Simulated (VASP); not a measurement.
Calculation: LDA (Ceperley-Alder, Perdew-Zunger), VASP's LDA PAW potentials (set 64) (plane waves; VASP).

VASP ran on this input.

### INCAR
```
ALGO = Normal
EDIFF = 1E-6
ENCUT = 300
ISIF = 2
ISMEAR = -1
ISPIN = 2
LASPH = .TRUE.
LCHARG = .FALSE.
LMAXMIX = 6
LORBIT = 11
LREAL = .FALSE.
LWAVE = .FALSE.
NELM = 100
PREC = Accurate
SIGMA = 0.05
SYSTEM = TiHg
```

### POSCAR
```
TiHg
1
    3.0025830000     0.0000000000     0.0000000000
    0.0000000000     3.0025830000     0.0000000000
    0.0000000000     0.0000000000     4.0835150000
Ti Hg
1 1
Direct
  0.5000000000   0.5000000000   0.5000000000
  0.0000000000   0.0000000000   0.0000000000
```

### KPOINTS
```
Automatic mesh
0
Gamma
7 7 6
0 0 0
```

POTCAR, in this order: Ti_sv Hg (LDA.64 set). Program: vasp_std. The INCAR's line for the spin-polarised start is left out here.

Task: What will the output report for the number of irreducible k-points (NKPTS), largest plane-wave count, number of space-group operations, FFT grid (NGX, NGY, NGZ)?

Result: 
```
Property                                      Result
--------------------------------------  ------------
number of irreducible k-points (NKPTS)            40
largest plane-wave count                         444
number of space-group operations                  16
FFT grid (NGX, NGY, NGZ)                18 × 18 × 24
```

The structure comes from a computed database's TiHg entry (P4/mmm); how it stands against other phases isn't given here. The cell was not relaxed at this level.
